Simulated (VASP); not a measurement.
OSZICAR of a VASP run on PtSe₂:

### OSZICAR
```
       N       E                     dE             d eps       ncg     rms          rms(c)
DAV:   1    -0.804407014262E+01   -0.80441E+01   -0.84771E-03   759   0.173E+00    0.118E-02
DAV:   2    -0.804404075659E+01    0.29386E-04   -0.33930E-05   598   0.472E-02    0.494E-03
DAV:   3    -0.804403534813E+01    0.54085E-05   -0.76534E-06   622   0.258E-02    0.311E-03
DAV:   4    -0.804409831561E+01   -0.62967E-04   -0.16095E-05   633   0.317E-02    0.112E-03
DAV:   5    -0.804409545385E+01    0.28618E-05   -0.28141E-06   483   0.142E-02    0.309E-04
DAV:   6    -0.804409561256E+01   -0.15870E-06   -0.73417E-06   479   0.228E-02
   1 F= -.80440956E+01 E0= -.80440956E+01  d E =-.382838E-12
```

Problem. Which electronic solver shows in the log?

Solution. It is blocked Davidson (ALGO = Normal, or the opening steps of other solvers). The INCAR had ALGO = Normal.

Problem. Can the final energy be trusted as converged?

Solution. The run converged. It stopped with EDIFF = 1E-6, NELM = 100 (optB88-vdW, plane waves, VASP's PBE PAW potentials (set 64)).

The cell is a sheet with vacuum, built from PtSe2 (1T layered).
